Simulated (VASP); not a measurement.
GW runs with VASP on GaP (zinc blende), on PBE orbitals with a Kohn-Sham gap of 1.63 eV on the mesh.

Space group F-43m (No. 216); a = 5.4500 Å, b = 5.4500 Å, c = 5.4500 Å, α = 90.00°, β = 90.00°, γ = 90.00°

| atom | site | symmetry | x | y | z |
|---|---|---|---|---|---|
| Ga | 4a | -43m | 0.0000 | 0.0000 | 0.0000 |
| P | 4d | -43m | 0.7500 | 0.7500 | 0.7500 |
(The calculation used a cell of 2 atoms; values per cell refer to that cell.)

Settings: PREC = Normal, 500 eV cut-off, 4×4×4 Γ-centred mesh, Gaussian smearing of 0.010 eV, potentials Ga_d_GW P_GW.

The mesh is coarse and the basis finite, so the quasiparticle values are not converged.

```tsv
run	level	NBANDS	ENCUTGW (eV)	QP gap (eV)	smallest direct QP gap (eV)
run 1	G0W0@PBE, 1 step(s)	100	150	2.08	2.72
run 2	G0W0@PBE, 1 step(s)	240	250	2.16	2.68
run 3	G0W0@PBE, 1 step(s)	320	300	(withheld)	(withheld)
```

Question: Some entries are withheld; supply them.

Answer: 
- run 3, QP gap (eV): 2.18
- run 3, smallest direct QP gap (eV): 2.68

Left out are failed runs and those that VASP or the mesh makes unfit.

The compound is GaP in the zinc blende structure. The cell was not relaxed at this level.
